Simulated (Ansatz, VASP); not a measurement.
# Nb in two plane-wave programs

One calculation is typed for both programs; each brings its own data sets and cutoff. How far apart do they land? The cell is taken from a series of VASP runs on this material, whose earlier steps may have relaxed, scaled or displaced it; both programs get it as it stands.

Main program and level: Ansatz 0.2.0; plane waves, with VASP 6.6.1 beside it; single point at LDA.

## Step 1: The structure

Symmetry: Im-3m, No. 229, cubic system. Conventional cell: a = 3.239 Å, b = 3.239 Å, c = 3.239 Å, α = 90.00°, β = 90.00°, γ = 90.00°. Nearest to Nb lie 8 Nb at 2.81 Å.

## Step 2: VASP: single point, LDA

With cell and atoms fixed, the geometry can't cause a difference; cores, projectors, grids and the points listed under the comparison can.

Lines of VASP's logs that name or quote its potential files are left out, and so is its time.

INCAR reads:

```
SYSTEM = Nb
PREC = Accurate
ENCUT = 400
EDIFF = 1E-06
NELM = 100
ISMEAR = 1
SIGMA = 0.2
LREAL = .FALSE.
ALGO = Normal
GGA = CA
NBANDS = 14
LASPH = .TRUE.
LORBIT = 11
LWAVE = .FALSE.
LCHARG = .FALSE.
KPAR = 2
LOPTICS = .TRUE.
NEDOS = 1500
CSHIFT = 0.1
```

POSCAR reads:

```
Nb
1.0
   -1.6195897440      1.6195897440      1.6195897440
    1.6195897440     -1.6195897440      1.6195897440
    1.6195897440      1.6195897440     -1.6195897440
Nb
1
Direct
    0.0000000000      0.0000000000      0.0000000000
```

KPOINTS reads:

```
Automatic mesh
0
Gamma
14 14 14
0 0 0
```

Potentials, in the order of the species: Nb_sv (LDA family, release 64).

Command:

```
> mpirun -np 2 vasp_std
```

Numbers of over 12 decimals in the logs are rounded to 6 here.

Log:

```text
[banner, memory and clock lines left out]
running    2 mpi-ranks, on    1 nodes
 distrk:  each k-point on    1 cores,    2 groups
 distr:  one band on    1 cores,    1 groups

 POSCAR found type information on POSCAR Nb
 POSCAR found :  1 types and       1 ions
 LDA part: xc-table for (Slater(with rela. corr.)+CA(PZ))
 , standard interpolation
 POSCAR, INCAR and KPOINTS ok, starting setup
 FFT: planning ... GRIDC
 FFT: planning ... GRID_SOFT
 FFT: planning ... GRID
 WAVECAR not read
 entering main loop
       N       E                     dE             d eps       ncg     rms          rms(c)
DAV:   1     0.100817324448E+03    0.10082E+03   -0.61115E+03  2952   0.779E+02
DAV:   2    -0.837677347346E+01   -0.10919E+03   -0.10441E+03  3374   0.313E+02
DAV:   3    -0.115169293769E+02   -0.31402E+01   -0.30542E+01  4164   0.484E+01
DAV:   4    -0.116556614330E+02   -0.13873E+00   -0.13849E+00  3788   0.892E+00
DAV:   5    -0.116602276713E+02   -0.45662E-02   -0.45653E-02  4252   0.133E+00    0.801E+00
DAV:   6    -0.112898344395E+02    0.37039E+00   -0.41397E-01  4536   0.791E+00    0.288E+00
DAV:   7    -0.112438885407E+02    0.45946E-01   -0.12344E-01  4902   0.411E+00    0.832E-01
DAV:   8    -0.112466055692E+02   -0.27170E-02   -0.96916E-03  3188   0.110E+00    0.553E-02
DAV:   9    -0.112466310116E+02   -0.25442E-04   -0.65022E-04  4540   0.211E-01    0.285E-02
DAV:  10    -0.112466346173E+02   -0.36056E-05   -0.12970E-05  3322   0.298E-02    0.172E-02
DAV:  11    -0.112466312278E+02    0.33895E-05   -0.50693E-06  3730   0.298E-02    0.262E-03
DAV:  12    -0.112466311750E+02    0.52727E-07   -0.76356E-08  1792   0.380E-03
   1 F= -.11246631E+02 E0= -.11246510E+02  d E =-.362069E-03
 optical routines
 imaginary and real dielectric function
 recalculating local potential from charge density
 direction            1
 direction            2
 direction            3
```

From OUTCAR (step 2):

```text
ion  position               nearest neighbor table
   1  0.000  0.000  0.000-

  LATTYP: Found a body centered cubic cell.
 ALAT       =     3.2391794880

 Subroutine GETGRP returns: Found 48 space group operations
 (whereof 48 operations were pure point group operations)

The static configuration has the point symmetry O_h .

 Found    104 irreducible k-points:

   k-points           NKPTS =    104   k-points in BZ     NKDIM =    104   number of bands    NBANDS=     14

   dimension x,y,z NGX =    18 NGY =   18 NGZ =   18
   dimension x,y,z NGXF=    36 NGYF=   36 NGZF=   36

   ENCUT  =  400.0 eV  29.40 Ry    5.42 a.u.   4.57  4.57  4.57*2*pi/ulx,y,z

   NELECT =      13.0000    total number of electrons

 k-points in reciprocal lattice and weights: Automatic mesh
   0.00000000  0.00000000  0.00000000       0.000
   0.07142857  0.00000000  0.00000000       0.004
   0.14285714  0.00000000  0.00000000       0.004
   0.21428571  0.00000000  0.00000000       0.004
   0.28571429  0.00000000  0.00000000       0.004
   0.35714286  0.00000000  0.00000000       0.004
   0.42857143  0.00000000  0.00000000       0.004
   0.50000000  0.00000000  0.00000000       0.002
   0.07142857  0.07142857  0.00000000       0.009
[...]
0.50000000  0.50000000  0.42857143       0.004
   0.50000000  0.50000000  0.50000000       0.000

 average (electrostatic) potential at core
       1 -75.6716

 E-fermi :  11.8582

 k-point     1 :       0.0000    0.0000    0.0000
  band No.  band energies     occupation
      1     -42.1647      2.00000
      2     -17.4793      2.00000
      3     -17.4793      2.00000
      4     -17.4793      2.00000
      5       5.8306      2.00000
      6      12.1512     -0.05837
      7      12.1512     -0.05837
      8      12.1512     -0.05837
      9      15.2543     -0.00000
     10      15.2543     -0.00000
    ...

 k-point     2 :       0.0714    0.0000    0.0000
  band No.  band energies     occupation
      1     -42.1494      2.00000
      2     -17.5682      2.00000
      3     -17.5059      2.00000
      4     -17.4802      2.00000
      5       6.0563      2.00000
      6      12.0101      0.04199
      7      12.1169     -0.06958
      8      12.3697     -0.00178
      9      15.0370     -0.00000
     10      15.2537     -0.00000
    ...

 k-point     3 :       0.1429    0.0000    0.0000
  band No.  band energies     occupation
    ...
      2     -17.8122      2.00000
      3     -17.5798      2.00000
      4     -17.4826      2.00000
      5       6.6751      2.00000
      6      11.6410      2.06379
      7      11.9614      0.24245
      8      13.0117     -0.00000
      9      14.6814     -0.00000
     10      15.2712     -0.00000
     11      26.8191      0.00000
    ...

  Total        0.0681293      0.0681293      0.0681293      0.0000000      0.0000000     -0.0000000
  in kB        6.4234672      6.4234672      6.4234672      0.0000000      0.0000000     -0.0000000
  external PRESSURE =       6.4234672 kB  Pullay stress =       0.0000000 kB

  energy-cutoff  :      400.00
  volume of cell :       16.99
      direct lattice vectors                 reciprocal lattice vectors
    -1.619589744  1.619589744  1.619589744     0.000000000  0.308720157  0.308720157
     1.619589744 -1.619589744  1.619589744     0.308720157  0.000000000  0.308720157
     1.619589744  1.619589744 -1.619589744     0.308720157  0.308720157  0.000000000

 POSITION                                       TOTAL-FORCE (eV/Angst)
 -----------------------------------------------------------------------------------
      0.00000      0.00000      0.00000        -0.000000      0.000000     -0.000000
 -----------------------------------------------------------------------------------
    total drift:                                0.000000      0.000000      0.000000

  FREE ENERGIE OF THE ION-ELECTRON SYSTEM (eV)
  ---------------------------------------------------
  free  energy   TOTEN  =       -11.2466311750 eV

  energy  without entropy=      -11.2462691064  energy(sigma->0) =      -11.24651049

 plasma frequency squared (from intraband transitions) (eV^2)
  --------------------------------------------------------------------------------------
     120.035      -0.000      -0.000
       0.000     120.035       0.000
       0.000       0.000     120.035

 total charge
# of ion       s       p       d       tot
------------------------------------------
    1        2.231   6.002   2.621  10.854

[... 3 further parts left out ...]
```

The intraband (Drude) part is not in this spectrum.

## Step 3: Ansatz: single point, LDA

Ansatz runs on its default PAW (the set named soft_2) files.

The same cell, functional (in two slightly different forms), mesh and smearing now go to Ansatz, which takes its cutoff from its data sets.

input.yaml reads:

```yaml
crystal:
  lattice:
    - [-1.619589744, 1.619589744, 1.619589744]
    - [1.619589744, -1.619589744, 1.619589744]
    - [1.619589744, 1.619589744, -1.619589744]
  atoms:
    - { symbol: Nb, position: [0.0, 0.0, 0.0] }
hamiltonian:
  xc: lda
  pseudopotentials: { kind: paw }
kpoints:
  mp_grid: { grid: [14, 14, 14] }
scf:
  occupations: { method: methfessel_paxton, width: 0.2 }
  n_extra_bands: 4
output:
  forces: true
  stress: true
  eigenvalues: true
```

Command:

```
> ansatz run input.yaml --threads 2 --pin off --max-ram 4608MiB --backend cpu --events-out ev --progress --plain --runs-dir out
```

Log:

```text
scf.n_extra_bands = 4 over 7 filled bands (N_el = 13.0): the run solves 11 bands
Engine: ansatz 0.2.0, aarch64-unknown-linux-gnu
Pseudopotentials: kind: paw
Pseudopotential: Nb, paw, valence charge 13, recommended cutoff 420 eV (normal), Nb.paw.azcp
Functional definition: SPW92
  exchange = slater_x
  correlation = pw_c
Crystal: 1 atoms, lattice volume = 16.993 Å³
Basis set: ecut = 420 eV, 321 PW (Γ)
Bands: 11, of which v1, the nominal top of the filled ones, is band 7 counted from 1 (6 counted from 0)
Symmetry: 48 space group operations
Space group: Im-3m (ITA 229), of the structure as read, at distance tolerance 2.6e-5 Å
k-points: 104 of 2744
Non-local potential: Nb, projectors of the file, l = 0: 3, l = 1: 2, l = 2: 2, l = 3: 1
PAW form: soft (Blöchl's): semilocal exchange-correlation on the pseudo side does not see the compensation charge
PAW frozen core: Nb, regenerated for the run's functional, and the local potential with it (the file was generated under x = pbe(κ = 0.804, μ = 0.219515), c = pbe(β = 0.066725))
PAW one-centre angular grid: Nb, 590 points (default); XC on 64 Gauss nodes
Initial density: superposition of atomic densities (neutral atoms: chi_scale 0, normalization atom), corrected by the library's trained network
Initial wavefunctions: pseudopotential atomic-orbital guess
Functional: x = slater, c = lda
SCF iter   1: F=—  HF=-4442.592118 eV  |F-HF|=—  |Δ(HF+E_count)|=         —  Δρ=6.94e-3  dr2=2.48e-3  ethr=1.77e-3  ⟨swp⟩=4.9  Hψ=6189  notcnv=0
preconditioner: auto → none  [metal: Δε(μ)=0.025 eV  Ē_g=8.044 eV  σ=0.200 eV  W_gap=0.11  n_scr=0 (ndim 8)  ℏωp=20.1 eV  f_vac=0.000  D(μ)=1.56/eV (n_scr^D=18)]
SCF iter   2: F=—  HF=-4442.591642 eV  |F-HF|=—  |Δ(HF+E_count)|=   4.75e-4  S|Δr|=    0.00e0  Δρ=3.27e-3  dr2=4.50e-4  ethr=1.91e-5  ⟨swp⟩=1.7  Hψ=2116  notcnv=0
SCF iter   3: F=—  HF=-4442.591564 eV  |F-HF|=—  |Δ(HF+E_count)|=   7.85e-5  S|Δr|=    0.00e0  Δρ=4.88e-4  dr2=2.23e-5  ethr=3.46e-6  ⟨swp⟩=2.0  Hψ=1590  notcnv=0
SCF iter   4: F=—  HF=-4442.591558 eV  |F-HF|=—  |Δ(HF+E_count)|=   5.74e-6  S|Δr|=    0.00e0  Δρ=1.00e-4  dr2=6.75e-7  ethr=1.71e-7  ⟨swp⟩=2.9  Hψ=1734  notcnv=0
SCF iter   5: F=-4442.591558 eV  HF=-4442.591558 eV  |F-HF|=5.40e-8  |Δ(HF+E_count)|=   9.77e-9  S|Δr|=    0.00e0  Δρ=2.96e-5  dr2=7.00e-8  ethr=7.69e-10  ⟨swp⟩=5.5  Hψ=5502  notcnv=0
SCF 1 converged in 5 iterations: F = -4442.591558 eV  dr2 = 7.00e-8
  greatest PAW one-centre occupation: 0.997 electrons in one spin orbital (limit 2), on the Nb atom at site 0 (counted from 0), in its partial waves of l = 0
SCF converged after 5 iterations
Stability not checked: this state was not tested for a lower state beside it, because cold or Methfessel-Paxton smearing, or corrected tetrahedra, fill the levels in a way that the test cannot read (fill_not_monotonic; see scf.lower_state_search)
Free energy (F): -4442.591558 eV
Harris-Foulkes:  -4442.591558 eV  (|F-HF|=5.40e-8)
Internal energy: -4442.591147 eV  (E = F + TS)
E sigma→0 (E₀):  -4442.591455 eV
Entropy (-TS):   -0.000412 eV (-0.412 meV/atom)
Fermi energy:    18.757079 eV
--- Per-component energies (eV) ---
  E_band       = -54.008860
  E_kinetic    = 397.885635
  E_local      = -664.562076  (includes V_loc(G=0)·N_el)
  E_nonlocal   = 124.965756
  E_hartree    = 206.494910
  E_xc         = -175.327526
  E_vxc        = -213.808783  (∫ρ·V_xc dr)
  E_paw        = -2965.426658  (= ΣΔE_a)
  E_vpaw       = -111.473630  (= ΣTr[D̂ρ^β])
  E_aug_tail   = 0.000006  (compensation charges beyond the density's cutoff)
  E_ewald      = -1367.046889
  E_core_change = 0.425694  (= ΣΔE_core)
  E_smearing   = -0.000412  (= −TS)
  E_closure    = -0.000000  (closes the sum)
  Σ components = -4442.591558   (vs F -4442.591558, Δ=0.00e0)
--- Forces (eV/Å), atoms counted from 1 ---
  atom   1  Nb    -0.00000000    -0.00000000     0.00000000
  max |Σ_I F_I| component: 1.44e-31 eV/Å
--- Stress (GPa, compression-positive) ---
        1.375702       0.000000      -0.000000
        0.000000       1.375702       0.000000
        0.000000      -0.000000       1.375702
  P = ⅓ Tr σ = 1.3757 GPa (13.757 kbar)
--- Band table (eV; the first three rows and the last of 104) ---
  k-point 0: bands = [... 3 lower, -10.6321, 12.7190, 19.0512, 19.0512, 19.0512, 22.1525, 22.1525, 33.0433]
  k-point 1: bands = [... 3 lower, -10.6330, 12.9445, 18.9103, 19.0171, 19.2698, 21.9353, 22.1520, 33.2329]
  k-point 2: bands = [... 3 lower, -10.6354, 13.5627, 18.5415, 18.8612, 19.9118, 21.5800, 22.1698, 33.6374]
  k-point 103: bands = [... 3 lower, -11.7451, 14.6451, 14.6451, 24.7622, 24.7622, 24.7622, 28.2955, 28.2955]
```

The job ended after 0.71 s (2 threads of Arm Neoverse V2, shared host; peak memory 0.26 GiB).

The run ends at a pressure of 1.38 GPa.

## Step 4: Differences

Known differences besides the potentials themselves: the two LDA forms differ slightly; the cutoff is 420 eV in Ansatz and 400 eV in VASP; VASP's log shows a relativistic correction to its local exchange, Ansatz's none. Total energies have different zeros and are not compared.

Both answers:

| quantity | Ansatz | VASP | difference |
| --- | --- | --- | --- |
| pressure (GPa) | 1.38 | 0.64 | +0.73 |

## Step 5: Outcome

| Item | Value |
| --- | --- |
| difference in pressure (single point, LDA) | 0.73 GPa |

In words: The difference in pressure is 0.73 GPa (single point, LDA), within the 1 GPa picked in this series as the mark of a large difference. How closely two codes agree says nothing of how well the functional describes the real material.

[Lines on the potential files, build, host, timing and source positions are cut from VASP's logs without a mark.]

[Logs are printed without paths, hosts, clocks, repeated set-up lines and the standing remarks that a program may print on its own settings, such as how far it seeks lower states.]

[Hosts, paths, dates, database ids (printed as entryN), source tags and the programs' standing remarks are cut or masked in the printed files.]
